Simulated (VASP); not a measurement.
```yaml
crystal:
  lattice:
    - [2.91510, 0.00000, 0.00000]
    - [0.00000, 2.91510, 0.00000]
    - [0.00000, 0.00000, 2.91510]
  atoms:
    - { symbol: Ru, position: [0.00000, 0.00000, 0.00000] }
    - { symbol: Si, position: [0.50000, 0.50000, 0.50000] }
```

The numbers are results of r2SCAN meta-GGA, VASP's PBE PAW potentials (set 64) (plane waves; VASP), not measurements. Numerical set-up: 400 eV cut-off, 14×14×14 Γ-centred mesh, tetrahedra with Blöchl corrections, potentials Ru_pv Si.

Give the energies of bands 5 to 12 at the high-symmetry points, in eV from the Fermi level.

| band | Γ | X | M | R |
|---|---|---|---|---|
| 5 | -5.60 | -9.08 | -4.97 | -7.84 |
| 6 | -5.60 | -4.52 | -4.83 | -7.84 |
| 7 | -1.24 | -3.80 | -4.83 | -3.33 |
| 8 | -1.24 | -3.80 | -2.91 | 0.68 |
| 9 | -1.24 | -0.89 | -2.91 | 0.68 |
| 10 | 2.58 | 1.08 | 0.56 | 2.66 |
| 11 | 2.58 | 5.34 | 3.38 | 2.66 |
| 12 | 2.58 | 8.98 | 4.50 | 2.66 |

It has no gap at this level: it comes out as a metal or semimetal.

The structure was generated: SiRu was put into the CsCl type (Pm-3m), which need not be its known phase. It was relaxed first, which changed the volume by -7 %.
